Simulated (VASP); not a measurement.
```
CELL_PARAMETERS angstrom
      4.42811     0.00000     0.00000
      0.00000     4.42811     0.00000
      0.00000     0.00000     2.98203
ATOMIC_POSITIONS crystal
  Mg 0.00000 0.00000 0.00000
  Mg 0.50000 0.50000 0.50000
  H  0.30391 0.30391 0.00000
  H  0.80391 0.19609 0.50000
  H  0.19609 0.80391 0.50000
  H  0.69609 0.69609 0.00000
```

These are PBE GGA with D3 dispersion (Becke-Johnson damping), VASP's PBE PAW potentials (set 64) (plane waves; VASP 6.6.1) values and carry that method's errors. Run with 520 eV cut-off, 6×6×8 Γ-centred mesh, tetrahedra with Blöchl corrections, potentials Mg H.

The cores are frozen, which limits the accuracy of field gradients.

**Question.** Give the principal components of the electric field gradient (V/Å²) and the asymmetry η at each nucleus.

**Answer.** 
| atom | Vxx | Vyy | Vzz | η |
|---|---|---|---|---|
| Mg1 | -5.3 | -1.3 | 6.6 | 0.60 |
| Mg2 | -5.3 | -1.3 | 6.6 | 0.60 |
| H3 | 4.7 | 1.1 | -5.7 | 0.63 |
| H4 | 4.7 | 1.1 | -5.7 | 0.63 |
| H5 | 4.7 | 1.1 | -5.7 | 0.63 |
| H6 | 4.7 | 1.1 | -5.7 | 0.63 |

The compound is MgH2 in the rutile structure. It was relaxed first, which changed the volume by -5 %.
